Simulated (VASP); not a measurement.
OSZICAR of a VASP run on Ba (space group Cmcm):

OSZICAR:
```
       N       E                     dE             d eps       ncg     rms          rms(c)
DAV:   1     0.118739401254E+03    0.11874E+03   -0.65092E+03   736   0.762E+02
DAV:   2     0.346091795595E+01   -0.11528E+03   -0.11378E+03  1036   0.190E+02
DAV:   3    -0.413212314283E+01   -0.75930E+01   -0.75651E+01  1092   0.521E+01
DAV:   4    -0.432700922577E+01   -0.19489E+00   -0.19482E+00  1110   0.700E+00
DAV:   5    -0.432982522651E+01   -0.28160E-02   -0.28160E-02  1058   0.681E-01    0.235E+00
DAV:   6    -0.432604793133E+01    0.37773E-02   -0.56351E-03   970   0.779E-01    0.139E+00
DAV:   7    -0.432368701130E+01    0.23609E-02   -0.10576E-02   926   0.105E+00    0.539E-02
DAV:   8    -0.432381268384E+01   -0.12567E-03   -0.44287E-04  1200   0.111E-01    0.205E-02
DAV:   9    -0.432382191968E+01   -0.92358E-05   -0.68022E-06   962   0.206E-02    0.762E-03
DAV:  10    -0.432382228316E+01   -0.36348E-06   -0.20745E-06   694   0.106E-02
   1 F= -.43238223E+01 E0= -.42642949E+01  d E =-.119055E+00
```

Q: Which electronic solver shows in the log?

A: It is blocked Davidson (ALGO = Normal, or the opening steps of other solvers). The INCAR had ALGO = Normal.

Q: Can the final energy be trusted as converged?

A: Self-consistency was reached. It stopped with EDIFF = 1E-6, NELM = 100 (PBEsol GGA, plane waves, VASP's PBE PAW potentials (set 64)).

The structure comes from a computed database's Ba entry (Cmcm); how it stands against other phases isn't given here. The cell was not relaxed at this level.
